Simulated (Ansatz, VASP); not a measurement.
Two plane-wave programs on K3SBr

File INCAR:

```
PREC     = Accurate       # precision mode
ENCUT    = 520            # plane-wave cutoff, eV
EDIFF    = 1E-7           # SCF threshold, eV
ISMEAR   = 0              # smearing method
SIGMA    = 0.05           # smearing width, eV
LREAL    = F              # projectors in reciprocal space
LASPH    = T              # aspherical terms in the spheres
NELM     = 100            # most SCF steps
ALGO     = Normal         # electronic algorithm
ISIF     = 2              # what is computed and relaxed
LWAVE    = F              # write WAVECAR
LCHARG   = F              # write CHGCAR
GGA      = PS             # functional
NBANDS   = 28             # bands
```

File KPOINTS:

```
regular mesh
0
Gamma
  4 4 4
```

POSCAR

```
K3SBr
1.0
    6.4400000000      0.0000000000      0.0000000000
    0.0000000000      6.4400000000      0.0000000000
    0.0000000000      0.0000000000      6.4400000000
Br S K
1 1 3
Direct
    0.0000000000      0.0000000000      0.0000000000
    0.5000000000      0.5000000000      0.5000000000
    0.5000000000      0.5000000000      0.0000000000
    0.5000000000      0.0000000000      0.5000000000
    0.0000000000      0.5000000000      0.5000000000
```

Input for Ansatz:

```yaml
crystal:
  lattice:
    - [6.44, 0.0, 0.0]
    - [0.0, 6.44, 0.0]
    - [0.0, 0.0, 6.44]
  atoms:
    - { symbol: Br, position: [0.0, 0.0, 0.0] }
    - { symbol: S, position: [0.5, 0.5, 0.5] }
    - { symbol: K, position: [0.5, 0.5, 0.0] }
    - { symbol: K, position: [0.5, 0.0, 0.5] }
    - { symbol: K, position: [0.0, 0.5, 0.5] }
basis:
  ecutwfc: 420
kpoints:
  mp_grid: { grid: [4, 4, 4] }
hamiltonian:
  xc: pbesol
scf:
  occupations: { method: gaussian, width: 0.05 }
output:
  forces: true
  stress: true
  eigenvalues: true
```

The cell comes from a database or a generator and needn't be the stable form of this composition.

Alike in both runs: task single point; functional PBEsol; k mesh 4 × 4 × 4; occupations gaussian, width 0.05 eV; no spin polarisation.

```csv
,VASP,Ansatz
version,VASP 6.6.1,Ansatz 0.2.0
potentials or method,"VASP PAW PBE potentials, release 64 (Br, S, K_sv)","scalar-relativistic, plane waves, PAW"
plane-wave cutoff (eV),520,420
valence electrons in the cell,40,40
```

|  | VASP | Ansatz | Ansatz less VASP |
| --- | --- | --- | --- |
| gap on the k mesh at the Fermi level (eV) | 1.65 | 1.65 | +0.002 |
| least direct gap on the mesh (eV) | 1.65 | 1.65 | +0.002 |
| pressure (GPa) | -2.0 | -2.0 | -0.01 |

Caveats: the PAW data sets were made with another functional, which shifts forces and pressure a little (VASP). Expect the measured gap to be larger: semilocal functionals such as PBEsol lack the derivative discontinuity. A k mesh can miss the band edges.
